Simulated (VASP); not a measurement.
Input:

```
ZrS2
1.0
    1.83634    -3.18063     0.00000
    1.83634     3.18063     0.00000
    0.00000     0.00000     5.87421
Zr S
1 2
Direct
  0.00000   0.00000   0.00000
  0.33333   0.66667   0.25114
  0.66667   0.33333   0.74886
```

Method: vdW-DF-cx, VASP's PBE PAW potentials (set 64) (plane waves; VASP). Run with 520 eV cut-off, 7×7×4 Γ-centred mesh, Gaussian smearing of 0.050 eV, potentials Zr_sv S.

### Question
The ions and cell shape at fixed volume are relaxed. Predict the relaxed structure.

### Answer

```
ZrS2
1.0
    1.82639    -3.16341     0.00000
    1.82639     3.16341     0.00000
    0.00000     0.00000     5.93833
Zr S
1 2
Direct
  0.00000   0.00000   0.00000
  0.33333   0.66667   0.24557
  0.66667   0.33333   0.75443
```
Space group P-3m1 (164), at a tolerance of 0.03 Å.

### Question
How much energy does the relaxation gain?

### Answer
The energy (σ→0) changes by -3.8 meV/atom, in 5 ionic steps.

The compound is ZrS2 in the 1T layered structure. This cell is one point of a volume scan, at 1.03 of the reference volume. Symmetry was kept, so distortions that lower it aren't found.
